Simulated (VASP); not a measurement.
Data:

```
CELL_PARAMETERS angstrom
      0.00000     1.76792     1.76792
      1.76792     0.00000     1.76792
      1.76792     1.76792     0.00000
ATOMIC_POSITIONS crystal
  C  0.00000 0.00000 0.00000
  C  0.25000 0.25000 0.25000
```

All values below come from LDA (Ceperley-Alder, Perdew-Zunger), VASP's LDA PAW potentials (set 64) (plane waves; VASP). Numerical set-up: 520 eV cut-off, Gaussian smearing of 0.050 eV, potentials C.

Task: Give the energies of bands 2 to 7 at the high-symmetry points, in eV from the valence-band maximum.

Result: 
| band | Γ | X | U | L | W |
|---|---|---|---|---|---|
| 2 | 0.00 | -12.79 | -11.76 | -13.65 | -11.92 |
| 3 | 0.00 | -6.45 | -9.61 | -2.86 | -8.59 |
| 4 | 0.00 | -6.45 | -5.49 | -2.86 | -8.59 |
| 5 | 5.62 | 4.76 | 5.69 | 8.49 | 10.56 |
| 6 | 5.62 | 4.76 | 10.85 | 8.49 | 10.56 |
| 7 | 5.62 | 17.03 | 14.54 | 9.37 | 12.68 |

The gap is indirect, 4.16 eV, from the valence maximum at Γ to the conduction minimum at Γ-X at 0.71.

The compound is C in the diamond structure. It was relaxed first.
